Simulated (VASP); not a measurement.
Given:

```xyz
2
Lattice="0.0000 2.7344 2.7344 2.7344 0.0000 2.7344 2.7344 2.7344 0.0000" Properties=species:S:1:pos:R:3 pbc="T T T"
Si     0.0000     0.0000     0.0000
Si     1.3672     1.3672     1.3672
```

Level of theory: PW91 GGA, VASP's PBE PAW potentials (set 64) (plane waves; VASP). Numerical set-up: 520 eV cut-off, Gaussian smearing of 0.050 eV, potentials Si.

Q: Give the energies of bands 2 to 7 at the high-symmetry points, in eV from the valence-band maximum.

A: 
| band | Γ | X | U | L | W |
|---|---|---|---|---|---|
| 2 | 0.00 | -7.73 | -7.15 | -6.86 | -7.58 |
| 3 | 0.00 | -2.78 | -4.19 | -1.17 | -3.75 |
| 4 | 0.00 | -2.78 | -2.37 | -1.17 | -3.75 |
| 5 | 2.58 | 0.77 | 1.25 | 1.47 | 4.28 |
| 6 | 2.58 | 0.77 | 4.12 | 3.37 | 4.28 |
| 7 | 2.58 | 9.94 | 7.40 | 3.37 | 4.95 |

The gap is indirect, 0.63 eV, from the valence maximum at Γ to the conduction minimum at Γ-X at 0.86.

Measured: gap 1.23 eV (computed value off by -0.60 eV), as given by Wei Chen et al., Physical Review Materials (2018), doi:10.1103/physrevmaterials.2.073803 [zero-point renormalisation of 0.06 eV added back (the table's ZPR column)].

The compound is Si in the diamond structure. It was relaxed first.
